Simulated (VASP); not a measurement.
Output of a VASP run:

File OSZICAR:
```
       N       E                     dE             d eps       ncg     rms          rms(c)
DAV:   1     0.386410549867E+02    0.38641E+02   -0.83186E+03  1584   0.128E+03
DAV:   2    -0.223162741241E+02   -0.60957E+02   -0.57907E+02  2041   0.251E+02
DAV:   3    -0.247154495892E+02   -0.23992E+01   -0.23743E+01  2068   0.430E+01
DAV:   4    -0.247379642938E+02   -0.22515E-01   -0.22460E-01  1900   0.420E+00
DAV:   5    -0.247384372252E+02   -0.47293E-03   -0.47186E-03  2063   0.406E-01    0.436E+01
DAV:   6    -0.218297488347E+02    0.29087E+01   -0.16286E+01  1839   0.278E+01    0.376E+01
DAV:   7    -0.217440193820E+02    0.85729E-01   -0.74510E-01  1791   0.776E+00    0.252E+01
DAV:   8    -0.217296729577E+02    0.14346E-01   -0.19165E-01  1817   0.400E+00    0.641E+00
DAV:   9    -0.217155866708E+02    0.14086E-01   -0.78432E-02  1860   0.195E+00    0.143E+00
DAV:  10    -0.217151483759E+02    0.43829E-03   -0.26879E-03  1854   0.483E-01    0.323E-01
DAV:  11    -0.217151584507E+02   -0.10075E-04   -0.25102E-04  2007   0.138E-01    0.421E-02
DAV:  12    -0.217151548632E+02    0.35875E-05   -0.20735E-05  1980   0.397E-02    0.355E-02
DAV:  13    -0.217151544786E+02    0.38456E-06   -0.86733E-07  1011   0.101E-02
   1 F= -.21715154E+02 E0= -.21716421E+02  d E =0.506568E-02
```

OUTCAR:
```
------------------------ aborting loop because EDIFF is reached ----------------------------------------
  FORCE on cell =-STRESS in cart. coord.  units (eV):
  Direction    XX          YY          ZZ          XY          YZ          ZX
  --------------------------------------------------------------------------------------
  Total       -1.8614433     -1.8614433     -1.8614433      0.0000000      0.0000000     -0.0000000
  in kB     -121.7319496   -121.7319496   -121.7319496      0.0000000      0.0000000     -0.0000000
  external PRESSURE =    -121.7319496 kB  Pullay stress =       0.0000000 kB
  volume of cell :       24.50
      direct lattice vectors                 reciprocal lattice vectors
     0.000000000  2.305200000  2.305200000    -0.216900920  0.216900920  0.216900920
     2.305200000  0.000000000  2.305200000     0.216900920 -0.216900920  0.216900920
     2.305200000  2.305200000  0.000000000     0.216900920  0.216900920 -0.216900920
 POSITION                                       TOTAL-FORCE (eV/Angst)
 -----------------------------------------------------------------------------------
      0.00000      0.00000      0.00000         0.000000     -0.000000     -0.000000
      2.30520      2.30520      2.30520        -0.000000      0.000000      0.000000
 -----------------------------------------------------------------------------------
    total drift:                                0.000000     -0.000000     -0.000000
  FREE ENERGIE OF THE ION-ELECTRON SYSTEM (eV)
  ---------------------------------------------------
  free  energy   TOTEN  =       -21.7151544786 eV

  energy  without entropy=      -21.7202201585  energy(sigma->0) =      -21.71642090
```
(Selected blocks of OUTCAR.)

POSCAR:
```
HfN
1
    0.0000000000     2.3052000000     2.3052000000
    2.3052000000     0.0000000000     2.3052000000
    2.3052000000     2.3052000000     0.0000000000
Hf N
1 1
Direct
  0.0000000000   0.0000000000   0.0000000000
  0.5000000000   0.5000000000   0.5000000000
```

Task: Write an INCAR and KPOINTS that could have produced this output.

Result: One answer among several that fit: the input of the run itself, PBE GGA, plane waves, VASP's PBE PAW potentials (set 64).

**INCAR**
```
SYSTEM = HfN
PREC = Accurate
ENCUT = 520
EDIFF = 1E-6
NELM = 100
ALGO = Normal
LREAL = .FALSE.
LASPH = .TRUE.
ISMEAR = 2
SIGMA = 0.5
GGA = PE
LMAXMIX = 6
LWAVE = .FALSE.
LCHARG = .FALSE.
ISIF = 2
```

### KPOINTS
```
Automatic mesh
0
Gamma
12 12 12
0 0 0
```

POTCAR, in this order: Hf_pv N (PBE.64 set). Program: vasp_std.

The compound is HfN in the rock salt structure. The cell was not relaxed at this level. The run is one of a series of settings (ISMEAR = 2, SIGMA = 0.5 against the base run), some of them coarse on purpose. The electron count is odd and the run is not spin-polarised, which forces a metal.
